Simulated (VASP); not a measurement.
## A slab model of Pb(111), strained

Aim: model Pb(111), strained by a slab and find how far its highest filled level lies below the vacuum.

Program: VASP 6.6.1. Level of theory: PBE with D3(BJ); plane waves and PAW (Pb). Results are calculated unless marked as measured.

### Step 1. Set-up

The cell holds 4 atoms: 4 Pb. Its edges and angles: a = 3.585 Å, b = 3.585 Å, c = 26.411 Å, α = 90.0°, β = 90.0°, γ = 120.0°. Vacuum lies along c.

As a file:

```xyz
4
Lattice="3.5850 0.0000 0.0000 -1.7925 3.1047 0.0000 0.0000 0.0000 26.4109" Properties=species:S:1:pos:R:3
Pb    0.0000    0.0000    9.0000
Pb    1.7925    1.0349   11.8036
Pb    0.0000    2.0698   14.6073
Pb    0.0000    0.0000   17.4109
```

### Step 2. Relaxing the slab

All atoms relax at the fixed cell.

The input, INCAR:

```
SYSTEM = Pb
PREC = Normal
ENCUT = 300
EDIFF = 1E-05
NELM = 120
ISMEAR = -1
SIGMA = 0.1
LREAL = .FALSE.
ALGO = Fast
GGA = PE
IVDW = 12
NBANDS = 14
LORBIT = 11
LWAVE = .FALSE.
LCHARG = .FALSE.
KPAR = 2
LASPH = .TRUE.
IBRION = 2
NSW = 40
ISIF = 2
EDIFFG = -0.03
POTIM = 0.4
MAXMIX = 40
IDIPOL = 3
LDIPOL = .TRUE.
DIPOL = 0.5 0.5 0.5
```

The input, POSCAR:

```
Pb
1.0
    3.5850313800      0.0000000000      0.0000000000
   -1.7925156900      3.1047282500      0.0000000000
    0.0000000000      0.0000000000     26.4109222428
Pb
4
Direct
    0.0000000000      0.0000000000      0.3407681079
    0.6666666700      0.3333333300      0.4469227026
    0.3333333300      0.6666666700      0.5530772974
    0.0000000000      0.0000000000      0.6592318921
```

The input, KPOINTS:

```
Automatic mesh
0
Gamma
12 12 1
0 0 0
```

PAW data sets: Pb (PBE family, release 64).

Started as:

```bash
> mpirun -np 2 vasp_std
```

The log of the run:

```text
[banner, memory and clock lines left out]
running    2 mpi-ranks, on    1 nodes
 distrk:  each k-point on    1 cores,    2 groups
 distr:  one band on    1 cores,    1 groups

 POSCAR found type information on POSCAR Pb
 POSCAR found :  1 types and       4 ions
 LDA part: xc-table for (Slater+PW92), standard interpolation
 POSCAR, INCAR and KPOINTS ok, starting setup
 FFT: planning ... GRIDC
 FFT: planning ... GRID_SOFT
 FFT: planning ... GRID
 WAVECAR not read
 entering main loop
       N       E                     dE             d eps       ncg     rms          rms(c)
DAV:   1     0.696732714184E+02    0.69673E+02   -0.32423E+03   532   0.506E+02
DAV:   2    -0.669769834920E+01   -0.76371E+02   -0.68769E+02   810   0.993E+01
DAV:   3    -0.137635689879E+02   -0.70659E+01   -0.69890E+01   658   0.388E+01
DAV:   4    -0.140415271783E+02   -0.27796E+00   -0.27723E+00   820   0.806E+00
DAV:   5    -0.140462949578E+02   -0.47678E-02   -0.47676E-02   698   0.116E+00    0.860E+00
RMM:   6    -0.139753926336E+02    0.70902E-01   -0.90902E-02   544   0.839E-01    0.512E+00
RMM:   7    -0.139655285254E+02    0.98641E-02   -0.69261E-02   535   0.106E+00    0.821E-01
RMM:   8    -0.139459784275E+02    0.19550E-01   -0.21774E-02   556   0.592E-01    0.267E-01
RMM:   9    -0.139457807660E+02    0.19766E-03   -0.59990E-03   570   0.284E-01    0.122E-01
RMM:  10    -0.139451756675E+02    0.60510E-03   -0.10727E-03   545   0.144E-01    0.644E-02
RMM:  11    -0.139454364024E+02   -0.26073E-03   -0.27317E-04   582   0.702E-02    0.318E-02
RMM:  12    -0.139455144145E+02   -0.78012E-04   -0.25164E-04   525   0.537E-02    0.172E-02
RMM:  13    -0.139455784778E+02   -0.64063E-04   -0.36162E-05   418   0.220E-02    0.181E-02
RMM:  14    -0.139456936661E+02   -0.11519E-03   -0.11089E-05   387   0.140E-02    0.816E-03
RMM:  15    -0.139457572718E+02   -0.63606E-04   -0.12867E-05   387   0.121E-02    0.486E-03
RMM:  16    -0.139457922303E+02   -0.34958E-04   -0.10774E-05   369   0.885E-03    0.172E-03
RMM:  17    -0.139457999932E+02   -0.77630E-05   -0.22331E-06   272   0.474E-03
   1 F= -.15179130E+02 E0= -.15142319E+02  d E =-.151791E+02
 curvature:   0.00 expect dE= 0.000E+00 dE for cont linesearch  0.000E+00
 trial: gam= 0.00000 g(F)=  0.136E-02 g(S)=  0.000E+00 ort = 0.000E+00 (trialstep = 0.100E+01)
 search vector abs. value=  0.136E-02
 bond charge predicted
       N       E                     dE             d eps       ncg     rms          rms(c)
DAV:   1    -0.139476860017E+02   -0.18938E-02   -0.10629E-02   688   0.498E-01    0.452E-02
RMM:   2    -0.139477330862E+02   -0.47085E-04   -0.61619E-04   532   0.130E-01    0.230E-02
RMM:   3    -0.139477538591E+02   -0.20773E-04   -0.11013E-04   537   0.530E-02    0.198E-02
RMM:   4    -0.139477662491E+02   -0.12390E-04   -0.20245E-05   400   0.255E-02    0.774E-03
RMM:   5    -0.139477722991E+02   -0.60500E-05   -0.61409E-06   348   0.127E-02
   2 F= -.15180467E+02 E0= -.15143752E+02  d E =-.133743E-02
[...]
3 F= -.15183570E+02 E0= -.15147156E+02  d E =-.444012E-02
[...]
4 F= -.15185274E+02 E0= -.15149442E+02  d E =-.614444E-02
 curvature:  -4.63 expect dE=-0.611E-03 dE for cont linesearch -0.314E-03
 ZBRENT: bracketing found
 ZBRENT: interpolating
 opt :   8.3443  next Energy=   -15.185526 (dE=-0.640E-02)
 bond charge predicted
       N       E                     dE             d eps       ncg     rms          rms(c)
DAV:   1    -0.139547507384E+02    0.22695E-04   -0.28901E-02   556   0.823E-01    0.969E-02
RMM:   2    -0.139548848254E+02   -0.13409E-03   -0.16498E-03   532   0.217E-01    0.817E-02
RMM:   3    -0.139548980130E+02   -0.13188E-04   -0.15873E-04   534   0.754E-02    0.604E-02
RMM:   4    -0.139549003986E+02   -0.23857E-05   -0.35503E-05   407   0.356E-02
   5 F= -.15185476E+02 E0= -.15149489E+02  d E =-.634592E-02
 curvature:  -3.71 expect dE=-0.207E-03 dE for cont linesearch -0.779E-05
 trial: gam= 0.00160 g(F)=  0.557E-04 g(S)=  0.000E+00 ort = 0.535E-04 (trialstep = 0.247E+01)
 search vector abs. value=  0.559E-04
 reached required accuracy - stopping structural energy minimisation
```

The job ended after 29 s (2 MPI ranks of Intel Xeon Platinum 8259CL at 2.50GHz (Skylake/Cascade Lake), shared host; peak memory 0.38 GiB; 57 s of CPU time).

The logs omit lines about the potential files and the build; timing stands in the text.

OUTCAR, selected parts (step 2):

```text
ion  position               nearest neighbor table
   1  0.000  0.000  0.341-   2 3.48   2 3.48   2 3.48
   2  0.667  0.333  0.447-   1 3.48   3 3.48   3 3.48   1 3.48   1 3.48   3 3.48
   3  0.333  0.667  0.553-   4 3.48   2 3.48   2 3.48   4 3.48   4 3.48   2 3.48
   4  0.000  0.000  0.659-   3 3.48   3 3.48   3 3.48

  LATTYP: Found a hexagonal cell.
 ALAT       =     3.5850313800
 C/A-ratio  =     7.3669989028

 Subroutine GETGRP returns: Found 12 space group operations
 (whereof 12 operations were pure point group operations)

The static configuration has the point symmetry D_3d.

 Found     19 irreducible k-points:

   k-points           NKPTS =     19   k-points in BZ     NKDIM =     19   number of bands    NBANDS=     14

   dimension x,y,z NGX =    16 NGY =   16 NGZ =  112
   dimension x,y,z NGXF=    32 NGYF=   32 NGZF=  224

   ENCUT  =  300.0 eV  22.05 Ry    4.70 a.u.   5.06  5.06 37.30*2*pi/ulx,y,z

   NELECT =      16.0000    total number of electrons

 k-points in reciprocal lattice and weights: Automatic mesh
   0.00000000  0.00000000  0.00000000       0.007
   0.08333333  0.00000000  0.00000000       0.042
   0.16666667  0.00000000  0.00000000       0.042
   0.25000000 -0.00000000  0.00000000       0.042
   0.33333333  0.00000000  0.00000000       0.042
   0.41666667  0.00000000  0.00000000       0.042
   0.50000000 -0.00000000  0.00000000       0.021
   0.08333333  0.08333333  0.00000000       0.042
   0.16666667  0.08333333  0.00000000       0.083
[...]
0.33333333  0.25000000  0.00000000       0.083
   0.33333333  0.33333333  0.00000000       0.014

 Edisp (eV)   -1.23050

 dipolmoment           0.000000      0.000000     -0.000000 electrons x Angstroem

 average (electrostatic) potential at core
       1 -47.9217       2 -47.8563       3 -47.8563       4 -47.9217

 E-fermi :  -0.2347

 k-point     1 :       0.0000    0.0000    0.0000
  band No.  band energies     occupation
    ...
      2     -10.9036      2.00000
      3      -9.6263      2.00000
      4      -8.5031      2.00000
      5      -3.3636      2.00000
      6      -1.4166      1.99999
      7       1.1300      0.00000
      8       2.9313      0.00000
      9       3.4271      0.00000
     10       4.3957      0.00000
     11       4.4003      0.00000
    ...

 k-point     2 :       0.0833    0.0000    0.0000
  band No.  band energies     occupation
    ...
      2     -10.7943      2.00000
      3      -9.5239      2.00000
      4      -8.4119      2.00000
      5      -3.2424      2.00000
      6      -1.3207      1.99996
      7       1.1745      0.00000
      8       2.9956      0.00000
      9       3.4993      0.00000
     10       3.7792      0.00000
     11       4.1621      0.00000
    ...

 k-point     3 :       0.1667    0.0000    0.0000
  band No.  band energies     occupation
    ...
      2     -10.4691      2.00000
      3      -9.2216      2.00000
      4      -8.1468      2.00000
      5      -2.8878      2.00000
      6      -1.0659      1.99951
      7       1.0139      0.00001
      8       1.9113      0.00000
      9       2.2571      0.00000
     10       3.0855      0.00000
     11       3.4576      0.00000
    ...

 Edisp (eV)   -1.23058

  Total      -2.01900    -2.01900    -0.23409     0.00000     0.00000     0.00000
  in kB     -11.00392   -11.00392    -1.27585     0.00000     0.00000     0.00000
  external pressure =       -7.76 kB  Pullay stress =        0.00 kB

  energy-cutoff  :      300.00
  volume of cell :      293.97
      direct lattice vectors                 reciprocal lattice vectors
     3.585031380  0.000000000  0.000000000     0.278937586  0.161044690  0.000000000
    -1.792515690  3.104728250  0.000000000     0.000000000  0.322089381  0.000000000
     0.000000000  0.000000000 26.410922243     0.000000000  0.000000000  0.037863123

 POSITION                                       TOTAL-FORCE (eV/Angst)
 -----------------------------------------------------------------------------------
      0.00000      0.00000      9.02449         0.000000      0.000000      0.024593
      1.79252      1.03491     11.76854        -0.000000      0.000000      0.010797
     -0.00000      2.06982     14.64239         0.000000      0.000000     -0.010797
      0.00000      0.00000     17.38643        -0.000000      0.000000     -0.024593
 -----------------------------------------------------------------------------------
    total drift:                                0.000000      0.000000     -0.000000

  FREE ENERGIE OF THE ION-ELECTRON SYSTEM (eV)
  ---------------------------------------------------
  free  energy   TOTEN  =       -15.1854758430 eV

  energy  without entropy=      -15.1135029888  energy(sigma->0) =      -15.14948942

 reached required accuracy - stopping structural energy minimisation

 vacuum level on the upper side and lower side of the slab         3.636         3.636

 total charge
# of ion       s       p       d       tot
------------------------------------------
    1        1.728   1.254   0.049   3.031
    2        1.742   1.304   0.066   3.113
    3        1.742   1.304   0.066   3.113
    4        1.728   1.254   0.049   3.031
--------------------------------------------------
tot          6.941   5.116   0.230  12.288

[... 3 further parts left out ...]
```

CONTCAR:

```
Pb
   1.00000000000000
     3.5850313800000002    0.0000000000000000    0.0000000000000000
    -1.7925156900000001    3.1047282500000000    0.0000000000000000
     0.0000000000000000    0.0000000000000000   26.4109222428000017
  Pb
     4
Direct
     0.0000000000000000    0.0000000000000000    0.3416952954671553
     0.6666666699999979    0.3333333300000021    0.4455935717442354
     0.3333333300000021    0.6666666699999979    0.5544064282557647
     0.0000000000000000    0.0000000000000000    0.6583047045328447
```

Dispersion corrections of this kind ignore metallic screening and tend to overbind metals. The data set Pb keeps the semicore shell frozen, which is cheaper and a little less accurate. The run keeps the 12 symmetry operations of its start, so it cannot find a distortion of lower symmetry.

Relaxation path:

```
step  energy less that of the first step (eV)  largest force (eV/Å)
   1                                   0.0000                0.1090
   2                                  -0.0013                0.0965
   3                                  -0.0044                0.0572
   4                                  -0.0061                0.0408
   5                                  -0.0063                0.0246
```

The atoms that moved most (Å):

```
atom     dx     dy      dz  length
 Pb2  0.000  0.000  -0.035   0.035
 Pb3  0.000  0.000   0.035   0.035
 Pb1  0.000  0.000   0.024   0.024
 Pb4  0.000  0.000  -0.024   0.024
```

Final coordinates:

```cif
data_structure
_symmetry_space_group_name_H-M 'P 1'
_symmetry_Int_Tables_number 1
_cell_length_a 3.5850
_cell_length_b 3.5850
_cell_length_c 26.4109
_cell_angle_alpha 90.000
_cell_angle_beta 90.000
_cell_angle_gamma 120.000
_cell_volume 293.97
loop_
_atom_site_label
_atom_site_type_symbol
_atom_site_fract_x
_atom_site_fract_y
_atom_site_fract_z
_atom_site_occupancy
Pb1 Pb 0.00000 0.00000 0.34170 1
Pb2 Pb 0.66667 0.33333 0.44559 1
Pb3 Pb 0.33333 0.66667 0.55441 1
Pb4 Pb 0.00000 0.00000 0.65830 1
```

This step gave:

| Item | Value |
| --- | --- |
| electronic cycles | 37 |
| electrons | 16 |
| free energy (TOTEN) | -15.19 eV |
| energy at zero smearing | -15.15 eV |
| Fermi energy | -0.2347 eV |
| labelled metallic, from the levels on this mesh | yes |
| dipole moment | 0, 0, 0 e·Å |

The run ended after 5 ionic steps, 0.006 eV below its first step, once the forces on the free atoms met EDIFFG = -0.03.

Only the dipole across the slab is computed (IDIPOL = 3); zeros along the plane are no results.

(Continued in part 2 of 4.)

[Lines on the potential files, build, host, timing and source positions are cut from VASP's logs without a mark.]

[Logs are printed without paths, hosts, clocks, repeated set-up lines and the standing remarks that a program may print on its own settings, such as how far it seeks lower states.]

[Hosts, paths, dates, database ids (printed as entryN), source tags and the programs' standing remarks are cut or masked in the printed files.]

[In band tables of VASP the shares of atoms and orbitals are scaled to a sum of 1 inside the atoms' spheres.]

[Runs that stopped without an error message from VASP are left out.]
